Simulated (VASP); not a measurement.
These are LDA (Ceperley-Alder, Perdew-Zunger), VASP's LDA PAW potentials (set 64) (plane waves; VASP 6.6.1) values and carry that method's errors.

VASP ran on this input.

### POSCAR
```
RuAu3
4.8774940
  0.0000000000   0.7071067643   0.7071067643
  0.7071067643   0.0000000000   0.7071067643
  0.7071067643   0.7071067643   0.0000000000
Ru Au
1 3
Direct
  0.0000000000   0.0000000000   0.0000000000
  0.5000000000   0.5000000000   0.5000000000
  0.2500000000   0.2500000000   0.2500000000
  0.7500000000   0.7500000000   0.7500000000
```

### KPOINTS
```
K-points
0
G
  6 6 6
```

INCAR:
```
SYSTEM  =  RuAu3
PREC  =  Accurate; ENCUT  =  300; LREAL  =  .FALSE.
LASPH  =  .TRUE.
EDIFF  =  1E-6; NELM  =  100; ALGO  =  Normal
LMAXMIX  =  6
ISMEAR  =  -1; SIGMA  =  0.05
ISIF  =  2
LWAVE  =  .FALSE.; LCHARG  =  .FALSE.
```

POTCAR, in this order: Ru_pv Au (LDA.64 set). Program: vasp_std.

The run wrote:

OSZICAR:
```
       N       E                     dE             d eps       ncg     rms          rms(c)
DAV:   1     0.215555298923E+03    0.21556E+03   -0.18602E+04  1048   0.103E+03
DAV:   2    -0.149714301427E+02   -0.23053E+03   -0.22014E+03  1016   0.284E+02
DAV:   3    -0.216940952669E+02   -0.67227E+01   -0.64194E+01  1028   0.452E+01
DAV:   4    -0.218016425137E+02   -0.10755E+00   -0.10735E+00  1028   0.569E+00
DAV:   5    -0.218045424369E+02   -0.28999E-02   -0.28991E-02  1036   0.867E-01    0.107E+01
DAV:   6    -0.204392985076E+02    0.13652E+01   -0.72610E+00   928   0.192E+01    0.943E+00
DAV:   7    -0.204426518219E+02   -0.33533E-02   -0.20287E+00   940   0.112E+01    0.567E+00
DAV:   8    -0.202017539647E+02    0.24090E+00   -0.76986E-01   948   0.777E+00    0.367E+00
DAV:   9    -0.201892102242E+02    0.12544E-01   -0.22597E-02   960   0.133E+00    0.146E-01
DAV:  10    -0.201890246755E+02    0.18555E-03   -0.89308E-04  1032   0.258E-01    0.416E-02
DAV:  11    -0.201890215460E+02    0.31295E-05   -0.41555E-05  1024   0.487E-02    0.208E-02
DAV:  12    -0.201890208182E+02    0.72779E-06   -0.62678E-06   968   0.197E-02
   1 F= -.20189021E+02 E0= -.20146363E+02  d E =-.853156E-01
```

File OUTCAR:
```
------------------------ aborting loop because EDIFF is reached ----------------------------------------
  FORCE on cell =-STRESS in cart. coord.  units (eV):
  Direction    XX          YY          ZZ          XY          YZ          ZX
  --------------------------------------------------------------------------------------
  Total      -14.0359199    -14.0359199    -14.0359199     -0.0000000     -0.0000000      0.0000000
  in kB     -274.0793155   -274.0793155   -274.0793155     -0.0000000     -0.0000000      0.0000000
  external PRESSURE =    -274.0793155 kB  Pullay stress =       0.0000000 kB
  volume of cell :       82.05
      direct lattice vectors                 reciprocal lattice vectors
     0.000000000  3.448909000  3.448909000    -0.144973381  0.144973381  0.144973381
     3.448909000  0.000000000  3.448909000     0.144973381 -0.144973381  0.144973381
     3.448909000  3.448909000  0.000000000     0.144973381  0.144973381 -0.144973381
 POSITION                                       TOTAL-FORCE (eV/Angst)
 -----------------------------------------------------------------------------------
      0.00000      0.00000      0.00000        -0.000000     -0.000000     -0.000000
      3.44891      3.44891      3.44891        -0.000000     -0.000000     -0.000000
      1.72445      1.72445      1.72445         0.000000      0.000000      0.000000
      5.17336      5.17336      5.17336        -0.000000     -0.000000     -0.000000
 -----------------------------------------------------------------------------------
    total drift:                                0.000000      0.000000      0.000000
  FREE ENERGIE OF THE ION-ELECTRON SYSTEM (eV)
  ---------------------------------------------------
  free  energy   TOTEN  =       -20.1890208182 eV

  energy  without entropy=      -20.1037051901  energy(sigma->0) =      -20.14636300
```
(Selected blocks of OUTCAR.)

At this cut-off the stress carries a Pulay error, which pulls relaxed volumes low.

The structure was generated: RuAu3 was put into an ordered model structure, which need not be its known phase. The cell was not relaxed at this level. The run is one of a series of settings (GGA removed, POTCAR Ru_pv Au (LDA.64 set) against the base run), some of them coarse on purpose. The electron count is odd and the run is not spin-polarised, which forces a metal.
